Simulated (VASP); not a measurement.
Output of a VASP run:

File OSZICAR:
```
       N       E                     dE             d eps       ncg     rms          rms(c)
RMM:   1     0.584632884892E+02    0.58463E+02   -0.32416E+03   560   0.943E+02
RMM:   2    -0.922290606682E+00   -0.59386E+02   -0.62606E+02   560   0.226E+02
RMM:   3    -0.903331159071E+01   -0.81110E+01   -0.67734E+01   560   0.913E+01
RMM:   4    -0.113690110345E+02   -0.23357E+01   -0.10817E+01   560   0.467E+01
RMM:   5    -0.117654743631E+02   -0.39646E+00   -0.34369E+00   560   0.208E+01
RMM:   6    -0.118828108807E+02   -0.11734E+00   -0.10917E+00   560   0.143E+01
RMM:   7    -0.119273045529E+02   -0.44494E-01   -0.42054E-01   560   0.744E+00
RMM:   8    -0.119443211509E+02   -0.17017E-01   -0.16105E-01   560   0.556E+00
RMM:   9    -0.119557494023E+02   -0.11428E-01   -0.11108E-01  1667   0.298E+00
RMM:  10    -0.119563452081E+02   -0.59581E-03   -0.60778E-03  1510   0.479E-01
RMM:  11    -0.119564008465E+02   -0.55638E-04   -0.55228E-04  1564   0.183E-01
RMM:  12    -0.119564096711E+02   -0.88247E-05   -0.88420E-05  1271   0.446E-02    0.118E+01
RMM:  13    -0.139217718167E+02   -0.19654E+01   -0.26797E+01  2240   0.823E+01    0.164E+01
RMM:  14    -0.105704243972E+02    0.33513E+01   -0.87317E+00  2240   0.435E+01    0.107E+00
RMM:  15    -0.105496368395E+02    0.20788E-01   -0.12782E-01  2180   0.593E+00    0.104E+00
RMM:  16    -0.105366984127E+02    0.12938E-01   -0.32765E-02  1917   0.261E+00    0.373E-01
RMM:  17    -0.105354918170E+02    0.12066E-02   -0.20076E-03  1465   0.643E-01    0.123E-01
RMM:  18    -0.105354580851E+02    0.33732E-04   -0.26260E-04  1354   0.147E-01    0.144E-02
RMM:  19    -0.105354611477E+02   -0.30626E-05   -0.54274E-05  1379   0.611E-02    0.165E-02
RMM:  20    -0.105354618647E+02   -0.71708E-06   -0.59946E-06  1183   0.269E-02
   1 F= -.10535462E+02 E0= -.10535284E+02  d E =-.532396E-03
```

### OUTCAR
```
------------------------ aborting loop because EDIFF is reached ----------------------------------------
  FORCE on cell =-STRESS in cart. coord.  units (eV):
  Direction    XX          YY          ZZ          XY          YZ          ZX
  --------------------------------------------------------------------------------------
  Total        0.0930613      0.0930613      0.0930613     -0.0000000     -0.0000000      0.0000000
  in kB        6.1771252      6.1771252      6.1771252     -0.0000000     -0.0000000      0.0000000
  external PRESSURE =       6.1771252 kB  Pullay stress =       0.0000000 kB
  volume of cell :       24.14
      direct lattice vectors                 reciprocal lattice vectors
     2.890000000  0.000000000  0.000000000     0.346020761  0.000000000  0.000000000
     0.000000000  2.890000000  0.000000000     0.000000000  0.346020761  0.000000000
     0.000000000  0.000000000  2.890000000     0.000000000  0.000000000  0.346020761
 POSITION                                       TOTAL-FORCE (eV/Angst)
 -----------------------------------------------------------------------------------
      1.44500      1.44500      1.44500         0.000000      0.000000      0.000000
      0.00000      0.00000      0.00000         0.000000      0.000000      0.000000
 -----------------------------------------------------------------------------------
    total drift:                                0.000000      0.000000      0.000000
  FREE ENERGIE OF THE ION-ELECTRON SYSTEM (eV)
  ---------------------------------------------------
  free  energy   TOTEN  =       -10.5354618647 eV

  energy  without entropy=      -10.5349294687  energy(sigma->0) =      -10.53528440
```
(Selected blocks of OUTCAR.)

File POSCAR:
```
NiAl
1
    2.8900000000     0.0000000000     0.0000000000
    0.0000000000     2.8900000000     0.0000000000
    0.0000000000     0.0000000000     2.8900000000
Al Ni
1 1
Direct
  0.5000000000   0.5000000000   0.5000000000
  0.0000000000   0.0000000000   0.0000000000
```

**Question.** Reconstruct the remaining input files.

**Answer.** This is not unique; one that fits is the input of the run itself, PBE GGA, plane waves, VASP's PBE PAW potentials (set 64).

File KPOINTS:
```
Automatic
0
Gamma
  11 11 11
0 0 0
```

**INCAR**
```
! general
SYSTEM   =  NiAl
PREC     =  Accurate
ENCUT    =  400
LREAL    =  .FALSE.   ! projection in real space or not
LASPH    =  .TRUE.   ! aspherical one-centre terms

! electronic loop
EDIFF    =  1E-6
NELM     =  100
ALGO     =  VeryFast
LMAXMIX  =  4   ! l cut-off of mixed one-centre charges

! smearing
ISMEAR   =  1   ! Methfessel-Paxton
SIGMA    =  0.1

! functional
GGA      =  PE   ! PBE

! ions
ISIF     =  2   ! forces and stress, cell fixed

! output
LWAVE    =  .FALSE.
LCHARG   =  .FALSE.
```

POTCAR, in this order: Al Ni (PBE.64 set). Program: vasp_std.

The compound is NiAl in the CsCl type structure. The cell was not relaxed at this level. The run is one of a series of settings (ALGO = VeryFast against the base run), some of them coarse on purpose. The run is not spin-polarised, so no magnetic state was tried. The electron count is odd and the run is not spin-polarised, which forces a metal.
